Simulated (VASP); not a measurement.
Calculation: r2SCAN meta-GGA, VASP's PBE PAW potentials (set 64) (plane waves; VASP).

A VASP calculation is set up with these files.

**KPOINTS_OPT**
```
k-points along high-symmetry lines
10
Line-mode
Reciprocal
  0.000000   0.000000   0.000000 ! GAMMA
  0.500000   0.000000   0.500000 ! X

  0.500000   0.000000   0.500000 ! X
  0.625000   0.250000   0.625000 ! U

  0.375000   0.375000   0.750000 ! K
  0.000000   0.000000   0.000000 ! GAMMA

  0.000000   0.000000   0.000000 ! GAMMA
  0.500000   0.500000   0.500000 ! L

  0.500000   0.500000   0.500000 ! L
  0.500000   0.250000   0.750000 ! W

  0.500000   0.250000   0.750000 ! W
  0.500000   0.000000   0.500000 ! X
```

**KPOINTS**
```
Automatic
0
G
 11 11 11
```

### INCAR
```
! general
SYSTEM   =  CoSi2
PREC     =  Accurate
ENCUT    =  400
LREAL    =  .FALSE.
LASPH    =  .TRUE.

! electronic loop
EDIFF    =  1E-7
NELM     =  100
ALGO     =  Normal
LMAXMIX  =  4
LMIXTAU  =  .TRUE.

! smearing
ISMEAR   =  -5

! functional
METAGGA  =  R2SCAN

! ions
ISIF     =  2

! output
LWAVE    =  .FALSE.
LCHARG   =  .FALSE.
LORBIT   =  11
NEDOS    =  601

! other
LEFG     =  .TRUE.
```

POSCAR:
```
CoSi2
1
    0.0000000000     2.6558243431     2.6558243431
    2.6558243431     0.0000000000     2.6558243431
    2.6558243431     2.6558243431     0.0000000000
Co Si
1 2
Direct
  0.0000000000   0.0000000000   0.0000000000
  0.2500000000   0.2500000000   0.2500000000
  0.7500000000   0.7500000000   0.7500000000
```

POTCAR, in this order: Co Si (PBE.64 set). Program: vasp_std.

What VASP printed:

OSZICAR:
```
       N       E                     dE             d eps       ncg     rms          rms(c)
DAV:   1     0.493973337928E+02    0.49397E+02   -0.61450E+03  1360   0.113E+03
DAV:   2    -0.319579040109E+02   -0.81355E+02   -0.76206E+02  1352   0.242E+02
DAV:   3    -0.356882840145E+02   -0.37304E+01   -0.35774E+01  1768   0.600E+01
DAV:   4    -0.357665565765E+02   -0.78273E-01   -0.78081E-01  1572   0.835E+00
DAV:   5    -0.357689677972E+02   -0.24112E-02   -0.24125E-02  1780   0.154E+00    0.161E+01
DAV:   6    -0.370053189860E+02   -0.12364E+01   -0.44898E+01  1560   0.150E+02    0.182E+01
DAV:   7    -0.319757694566E+02    0.50295E+01   -0.15985E+01  1724   0.108E+02    0.455E+00
DAV:   8    -0.320360402863E+02   -0.60271E-01   -0.14514E+00  2036   0.162E+01    0.335E+00
DAV:   9    -0.320034223546E+02    0.32618E-01   -0.33880E-01  1652   0.134E+01    0.658E-01
DAV:  10    -0.320096377505E+02   -0.62154E-02   -0.12051E-02  1508   0.105E+00    0.509E-01
DAV:  11    -0.320073365111E+02    0.23012E-02   -0.68966E-03  1784   0.173E+00    0.781E-02
DAV:  12    -0.320082420866E+02   -0.90558E-03   -0.16663E-03  1604   0.628E-01    0.447E-02
DAV:  13    -0.320084620501E+02   -0.21996E-03   -0.24596E-04  1596   0.232E-01    0.181E-02
DAV:  14    -0.320084495045E+02    0.12546E-04   -0.27617E-05  1656   0.872E-02    0.536E-03
DAV:  15    -0.320084662195E+02   -0.16715E-04   -0.28773E-06  1540   0.218E-02    0.381E-03
DAV:  16    -0.320084606680E+02    0.55515E-05   -0.77812E-07  1724   0.167E-02    0.705E-04
DAV:  17    -0.320084632758E+02   -0.26078E-05   -0.28462E-07  1252   0.115E-02    0.136E-03
DAV:  18    -0.320084612196E+02    0.20562E-05   -0.16653E-07   768   0.867E-03    0.211E-04
DAV:  19    -0.320084619586E+02   -0.73894E-06   -0.11128E-08   748   0.142E-03    0.750E-05
DAV:  20    -0.320084619401E+02    0.18457E-07   -0.25220E-09   720   0.598E-04
   1 F= -.32008462E+02 E0= -.32008462E+02  d E =0.000000E+00
       N       E                     dE             ncg
       N       E                     dE             ncg
```

File OUTCAR:
```
------------------------ aborting loop because EDIFF is reached ----------------------------------------
  FORCE on cell =-STRESS in cart. coord.  units (eV):
  Direction    XX          YY          ZZ          XY          YZ          ZX
  --------------------------------------------------------------------------------------
  Total        0.0067114      0.0067114      0.0067114      0.0000000      0.0000000      0.0000000
  in kB        0.2870100      0.2870100      0.2870100      0.0000000      0.0000000      0.0000000
  external PRESSURE =       0.2870100 kB  Pullay stress =       0.0000000 kB
  volume of cell :       37.47
      direct lattice vectors                 reciprocal lattice vectors
     0.000000000  2.655824343  2.655824343    -0.188265463  0.188265463  0.188265463
     2.655824343  0.000000000  2.655824343     0.188265463 -0.188265463  0.188265463
     2.655824343  2.655824343  0.000000000     0.188265463  0.188265463 -0.188265463
 POSITION                                       TOTAL-FORCE (eV/Angst)
 -----------------------------------------------------------------------------------
      0.00000      0.00000      0.00000        -0.000000     -0.000000     -0.000000
      1.32791      1.32791      1.32791        -0.000000     -0.000000     -0.000000
      3.98374      3.98374      3.98374         0.000000      0.000000      0.000000
 -----------------------------------------------------------------------------------
    total drift:                               -0.000000      0.000000      0.000000
  FREE ENERGIE OF THE ION-ELECTRON SYSTEM (eV)
  ---------------------------------------------------
  free  energy   TOTEN  =       -32.0084619401 eV

  energy  without entropy=      -32.0084619401  energy(sigma->0) =      -32.00846194

 total charge

# of ion       s       p       d       tot
------------------------------------------
    1        0.576   0.790   7.619   8.984
    2        0.707   0.904   0.000   1.611
    3        0.707   0.904   0.000   1.611
--------------------------------------------------
tot          1.990   2.598   7.619  12.206

 Electric field gradients after diagonalization (V/A^2)
 (convention: |V_zz| > |V_xx| > |V_yy|)
----------------------------------------------------------------------
 ion       V_xx      V_yy      V_zz     asymmetry (V_yy - V_xx)/ V_zz
----------------------------------------------------------------------
   1       0.002     0.002    -0.003       0.000
   2       0.000     0.000    -0.000       0.000
   3       0.000     0.000    -0.000       0.000
```
(Selected blocks of OUTCAR.)

File OUTCAR:
```
 val. band max:       10.3034407440   @ k =   0.2727   0.1818   0.0000

 cond. band min:      10.3621286311   @ k =   0.3636   0.1818   0.0000


 Fermi energy:        10.3043796509

 k-point     1 :       0.0000    0.0000    0.0000
  band No.  band energies     occupation
      1      -3.6489      2.00000
      2       5.9635      2.00000
      3       5.9635      2.00000
      4       5.9635      2.00000
      5       8.2352      2.00000
      6       8.2352      2.00000
      7      11.8576      0.00000
      8      13.9395      0.00000
      9      13.9395      0.00000
     10      14.0656      0.00000
     11      14.0656      0.00000
     12      14.0656      0.00000

 k-point     2 :       0.0909    0.0000    0.0000
  band No.  band energies     occupation
      1      -3.5141      2.00000
      2       5.6580      2.00000
      3       6.0119      2.00000
      4       6.0119      2.00000
      5       8.1964      2.00000
      6       8.1964      2.00000
      7      11.7002      0.00000
      8      12.5786      0.00000
      9      13.1274      0.00000
     10      13.1274      0.00000
     11      14.9025      0.00000
     12      14.9025      0.00000

 k-point     3 :       0.1818    0.0000    0.0000
  band No.  band energies     occupation
      1      -3.1127      2.00000
      2       4.8318      2.00000
      3       6.1419      2.00000
      4       6.1419      2.00000
      5       8.1184      2.00000
      6       8.1184      2.00000
      7      10.3690      0.90389
      8      12.2679      0.00000
      9      12.2679      0.00000
     10      12.8610      0.00000
     11      14.9497      0.00000
     12      14.9497      0.00000

 k-point     4 :       0.2727    0.0000    0.0000
  band No.  band energies     occupation
      1      -2.4545      2.00000
      2       3.6518      2.00000
      3       6.3048      2.00000
      4       6.3048      2.00000
      5       8.1007      2.00000
      6       8.1007      2.00000
...
```

For a metal the tetrahedron method with Blöchl corrections gives inexact stress and forces.

The compound is CoSi2 in the fluorite structure. It was relaxed first. The run is not spin-polarised, so no magnetic state was tried. The electron count is odd and the run is not spin-polarised, which forces a metal.
